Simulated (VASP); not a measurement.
All values below come from PBE GGA, VASP's PBE PAW potentials (set 64) (plane waves; VASP 6.6.1).

VASP ran on this input.

### POSCAR
```
AlN
1.0
  1.5647520561  -2.7102300566   0.0000000000
  1.5647520561   2.7102300566   0.0000000000
  0.0000000000   0.0000000000   5.0149330207
Al N
2 2
Direct
  0.6666670000   0.3333330000   0.5001241754
  0.3333330000   0.6666670000   0.0001241754
  0.6666670000   0.3333330000   0.8818758246
  0.3333330000   0.6666670000   0.3818758246
```

**INCAR**
```
! general
SYSTEM   =  AlN
PREC     =  Accurate
ENCUT    =  600
LREAL    =  F
LASPH    =  T

! electronic loop
EDIFF    =  1E-7
NELM     =  100
ALGO     =  Normal

! smearing
ISMEAR   =  0
SIGMA    =  0.05

! functional
GGA      =  PE

! ions
IBRION   =  2
NSW      =  40
ISIF     =  3
EDIFFG   =  -0.01
PSTRESS  =  100

! output
LWAVE    =  F
LCHARG   =  F
```

File KPOINTS:
```
Automatic mesh
0
Gamma
10 10 6
0 0 0
```

POTCAR, in this order: Al N (PBE.64 set). Program: vasp_std.

The resulting files:

OSZICAR:
```
       N       E                     dE             d eps       ncg     rms          rms(c)
DAV:   1     0.604137895846E+02    0.60414E+02   -0.83486E+03  1344   0.134E+03
DAV:   2    -0.300436158587E+02   -0.90457E+02   -0.82878E+02  1972   0.247E+02
DAV:   3    -0.344261906877E+02   -0.43826E+01   -0.43672E+01  1776   0.593E+01
DAV:   4    -0.344636727124E+02   -0.37482E-01   -0.37471E-01  1564   0.632E+00
DAV:   5    -0.344642180533E+02   -0.54534E-03   -0.54532E-03  1720   0.759E-01    0.120E+01
DAV:   6    -0.297745348356E+02    0.46897E+01   -0.17019E+01  1660   0.330E+01    0.416E+00
DAV:   7    -0.297950863620E+02   -0.20552E-01   -0.64806E-01  1468   0.675E+00    0.285E+00
DAV:   8    -0.297878179368E+02    0.72684E-02   -0.77530E-02  1584   0.314E+00    0.491E-01
DAV:   9    -0.297830851623E+02    0.47328E-02   -0.19150E-02  1716   0.104E+00    0.245E-01
DAV:  10    -0.297836552882E+02   -0.57013E-03   -0.26635E-03  1600   0.412E-01    0.139E-01
DAV:  11    -0.297835552763E+02    0.10001E-03   -0.31340E-04  1596   0.144E-01    0.337E-02
DAV:  12    -0.297835577815E+02   -0.25052E-05   -0.10057E-05  1516   0.348E-02    0.867E-03
DAV:  13    -0.297835574118E+02    0.36965E-06   -0.88323E-06  1616   0.239E-02    0.571E-03
DAV:  14    -0.297835573792E+02    0.32629E-07   -0.47936E-07  1524   0.627E-03
   1 F= -.27128730E+02 E0= -.27128730E+02  d E =-.271287E+02
       N       E                     dE             d eps       ncg     rms          rms(c)
DAV:   1    -0.299440101712E+02   -0.16045E+00   -0.94568E+00  1512   0.309E+01    0.443E+00
DAV:   2    -0.295271333103E+02    0.41688E+00   -0.12187E+00  1552   0.907E+00    0.120E+00
DAV:   3    -0.295194635792E+02    0.76697E-02   -0.81978E-02  1612   0.278E+00    0.407E-01
DAV:   4    -0.295173784071E+02    0.20852E-02   -0.30071E-03  1600   0.520E-01    0.235E-01
DAV:   5    -0.295167170887E+02    0.66132E-03   -0.56193E-04  1540   0.236E-01    0.840E-02
DAV:   6    -0.295167066431E+02    0.10446E-04   -0.13082E-04  1660   0.105E-01    0.132E-02
DAV:   7    -0.295167044607E+02    0.21824E-05   -0.80091E-06  1580   0.248E-02    0.880E-03
DAV:   8    -0.295167043829E+02    0.77782E-07   -0.36067E-07  1592   0.593E-03
   2 F= -.27113184E+02 E0= -.27113184E+02  d E =0.155467E-01
       N       E                     dE             d eps       ncg     rms          rms(c)
DAV:   1    -0.298437881682E+02   -0.32708E+00   -0.24878E+00  1508   0.153E+01    0.231E+00
DAV:   2    -0.297285214137E+02    0.11527E+00   -0.37259E-01  1548   0.504E+00    0.557E-01
DAV:   3    -0.297272423902E+02    0.12790E-02   -0.19504E-02  1612   0.133E+00    0.208E-01
DAV:   4    -0.297266169925E+02    0.62540E-03   -0.83310E-04  1572   0.278E-01    0.107E-01
DAV:   5    -0.297264415543E+02    0.17544E-03   -0.14612E-04  1564   0.112E-01    0.388E-02
DAV:   6    -0.297264366948E+02    0.48595E-05   -0.16668E-05  1576   0.388E-02    0.597E-03
DAV:   7    -0.297264369540E+02   -0.25921E-06   -0.42423E-07  1584   0.660E-03    0.367E-03
DAV:   8    -0.297264369697E+02   -0.15670E-07   -0.56606E-08   780   0.202E-03
   3 F= -.27194376E+02 E0= -.27194376E+02  d E =-.656455E-01
       N       E                     dE             d eps       ncg     rms          rms(c)
DAV:   1    -0.297240594095E+02    0.23775E-02   -0.86322E-04  1524   0.287E-01    0.428E-02
DAV:   2    -0.297240207258E+02    0.38684E-04   -0.12488E-04  1556   0.914E-02    0.107E-02
DAV:   3    -0.297240205751E+02    0.15075E-06   -0.66129E-06  1616   0.247E-02    0.390E-03
DAV:   4    -0.297240205303E+02    0.44781E-07   -0.25256E-07  1328   0.495E-03
   4 F= -.27194375E+02 E0= -.27194375E+02  d E =-.656449E-01
       N       E                     dE             d eps       ncg     rms          rms(c)
DAV:   1    -0.297239958944E+02    0.24681E-04   -0.89321E-03  1352   0.910E-01    0.574E-02
DAV:   2    -0.297239266337E+02    0.69261E-04   -0.91984E-05  1720   0.941E-02    0.324E-02
DAV:   3    -0.297238909631E+02    0.35671E-04   -0.54943E-05  1648   0.666E-02    0.242E-03
DAV:   4    -0.297238912447E+02   -0.28164E-06   -0.39973E-06  1536   0.200E-02    0.197E-03
DAV:   5    -0.297238912319E+02    0.12881E-07   -0.13616E-07  1012   0.383E-03
   5 F= -.27194516E+02 E0= -.27194516E+02  d E =-.140369E-03
       N       E                     dE             d eps       ncg     rms          rms(c)
DAV:   1    -0.297238007853E+02    0.90459E-04   -0.19499E-03  1352   0.425E-01    0.267E-02
DAV:   2    -0.297237856472E+02    0.15138E-04   -0.20081E-05  1724   0.440E-02    0.151E-02
DAV:   3    -0.297237778263E+02    0.78210E-05   -0.11997E-05  1648   0.311E-02    0.115E-03
DAV:   4    -0.297237778797E+02   -0.53404E-07   -0.87484E-07  1536   0.939E-03
   6 F= -.27194530E+02 E0= -.27194530E+02  d E =-.154621E-03
       N       E                     dE             d eps       ncg     rms          rms(c)
DAV:   1    -0.297263109271E+02   -0.25331E-02   -0.19902E-02  1352   0.132E+00    0.407E-02
DAV:   2    -0.297262932311E+02    0.17696E-04   -0.32858E-04  1604   0.164E-01    0.207E-02
DAV:   3    -0.297262852255E+02    0.80056E-05   -0.23641E-05  1588   0.448E-02    0.711E-03
DAV:   4    -0.297262844057E+02    0.81975E-06   -0.30620E-06  1620   0.165E-02    0.323E-03
DAV:   5    -0.297262840908E+02    0.31491E-06   -0.87963E-07  1492   0.862E-03    0.131E-03
DAV:   6    -0.297262840417E+02    0.49103E-07   -0.11084E-07   696   0.375E-03
   7 F= -.27194570E+02 E0= -.27194570E+02  d E =-.401744E-04
       N       E                     dE             d eps       ncg     rms          rms(c)
DAV:   1    -0.297254475635E+02    0.83653E-03   -0.23838E-03  1348   0.456E-01    0.142E-02
DAV:   2    -0.297254457059E+02    0.18576E-05   -0.39703E-05  1608   0.570E-02    0.725E-03
DAV:   3    -0.297254449196E+02    0.78631E-06   -0.28009E-06  1584   0.155E-02    0.253E-03
DAV:   4    -0.297254448551E+02    0.64477E-07   -0.36862E-07  1420   0.574E-03
   8 F= -.27194585E+02 E0= -.27194585E+02  d E =-.546984E-04
```

OUTCAR:
```
------------------------ aborting loop because EDIFF is reached ----------------------------------------
  FORCE on cell =-STRESS in cart. coord.  units (eV):
  Direction    XX          YY          ZZ          XY          YZ          ZX
  --------------------------------------------------------------------------------------
  Total        2.5186808      2.5186808      2.5229528      0.0000000      0.0000000      0.0000000
  in kB       99.5187588     99.5187583     99.6875576      0.0000000      0.0000000      0.0000000
  external PRESSURE =      -0.4249751 kB  Pullay stress =     100.0000000 kB
  volume of cell :       40.55
      direct lattice vectors                 reciprocal lattice vectors
     1.541413316 -2.669806172  0.000000000     0.324377631 -0.187279513  0.000000000
     1.541413316  2.669806172 -0.000000000     0.324377631  0.187279513 -0.000000000
     0.000000000  0.000000000  4.926629725     0.000000000  0.000000000  0.202978518
  FREE ENERGIE OF THE ION-ELECTRON SYSTEM (eV)
  ---------------------------------------------------
  free  energy   TOTEN  =       -29.7254448551 eV

  energy  without entropy=      -29.7254448551  energy(sigma->0) =      -29.72544486
  enthalpy is  TOTEN    =       -27.1945845444 eV   P V=        2.5308603107

 reached required accuracy - stopping structural energy minimisation
```
(Selected blocks of OUTCAR.)

CONTCAR:
```
AlN
   1.00000000000000
     1.5414133158146683   -2.6698061719048680    0.0000000000000000
     1.5414133158146683    2.6698061719048680   -0.0000000000000000
     0.0000000000000000    0.0000000000000000    4.9266297246324111
  Al              N
     2     2
Direct
     0.6666669999999968    0.3333330000000032    0.4997921734354570
     0.3333330000000032    0.6666669999999968    0.9997921734354571
     0.6666669999999968    0.3333330000000032    0.8822078265645479
     0.3333330000000032    0.6666669999999968    0.3822078265645480
```

Energy and stress use the plane-wave basis of the starting cell.

The compound is AlN in the wurtzite structure. This run relaxes it under an external pressure of 10 GPa. Symmetry was kept, so distortions that lower it aren't found.
